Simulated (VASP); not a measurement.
Data:

```yaml
crystal:
  lattice:
    - [0.00000, 2.93402, 2.93402]
    - [2.93402, 0.00000, 2.93402]
    - [2.93402, 2.93402, 0.00000]
  atoms:
    - { symbol: K, position: [0.00000, 0.00000, 0.00000] }
    - { symbol: F, position: [0.25000, 0.25000, 0.25000] }
```

The numbers are results of r2SCAN meta-GGA, VASP's PBE PAW potentials (set 64) (plane waves; VASP), not measurements. Run with 520 eV cut-off, 9×9×9 Γ-centred mesh, tetrahedra with Blöchl corrections, potentials K_sv F.

Task: Give the energies of bands 6 to 10 at the high-symmetry points, in eV from the valence-band maximum.

Result: 
```json
[
 {"band": "6", "Γ": "-0.21", "X": "-0.43", "U": "-0.32", "L": "-0.26", "W": "-0.25"},
 {"band": "7", "Γ": "-0.21", "X": "0.00", "U": "-0.07", "L": "-0.12", "W": "-0.17"},
 {"band": "8", "Γ": "-0.21", "X": "0.00", "U": "-0.04", "L": "-0.12", "W": "0.00"},
 {"band": "9", "Γ": "5.75", "X": "8.83", "U": "8.75", "L": "8.56", "W": "8.86"},
 {"band": "10", "Γ": "12.65", "X": "8.94", "U": "9.33", "L": "9.88", "W": "9.21"}
]
```

The gap is indirect, 5.75 eV, from the valence maximum at W to the conduction minimum at Γ.

The structure was generated: KF was put into the zinc blende type (F-43m), which need not be its known phase. It was relaxed first, which changed the volume by -7 %.
